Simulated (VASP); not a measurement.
These are PBE GGA + U (Dudarev), VASP's PBE PAW potentials (set 64) (plane waves; VASP) values and carry that method's errors.

Input for VASP

POSCAR:
```
NiSi2
1.0
  0.0000000000   2.7050000000   2.7050000000
  2.7050000000   0.0000000000   2.7050000000
  2.7050000000   2.7050000000   0.0000000000
Si Ni
2 1
Direct
  0.2500000000   0.2500000000   0.2500000000
  0.7500000000   0.7500000000   0.7500000000
  0.0000000000   0.0000000000   0.0000000000
```

**KPOINTS**
```
Automatic mesh
0
Gamma
9 9 9
0 0 0
```

### INCAR
```
LDAUL = -1 2
SIGMA = 0.1   ! width (eV)
ISIF = 2   ! forces and stress, cell fixed
LCHARG = .False.
EDIFF = 1E-6
SYSTEM = NiSi2
LDAUJ = 0 0
LREAL = .False.   ! projection in real space or not
ALGO = Normal   ! blocked Davidson
LORBIT = 10
LASPH = .True.   ! aspherical one-centre terms
LWAVE = .False.
LDAUU = 0 1.0
ENCUT = 400
PREC = Accurate
LDAUPRINT = 1
LDAUTYPE = 2
LDAU = .True.
ISMEAR = 1   ! Methfessel-Paxton
LMAXMIX = 4   ! l cut-off of mixed one-centre charges
GGA = PE   ! PBE
NELM = 100
```

POTCAR, in this order: Si Ni (PBE.64 set). Program: vasp_std.

Task: What will the output report for the number of irreducible k-points (NKPTS), number of bands (NBANDS), largest plane-wave count, number of space-group operations, FFT grid (NGX, NGY, NGZ)?

Result: 
```json
{
  "number of irreducible k-points (NKPTS)": "35",
  "number of bands (NBANDS)": "13",
  "largest_plane_wave_count": "745",
  "number_of_space_group_operations": "48",
  "FFT grid (NGX, NGY, NGZ)": "28 × 28 × 28"
}
```

The compound is NiSi2 in the fluorite structure. The cell was not relaxed at this level. The run is one of a series of settings (LDAU = .TRUE., LDAUJ = 0 0, LDAUL = -1 2, LDAUTYPE = 2, LDAUU = 0 1.0 against the base run), some of them coarse on purpose. The run is not spin-polarised, so no magnetic state was tried.
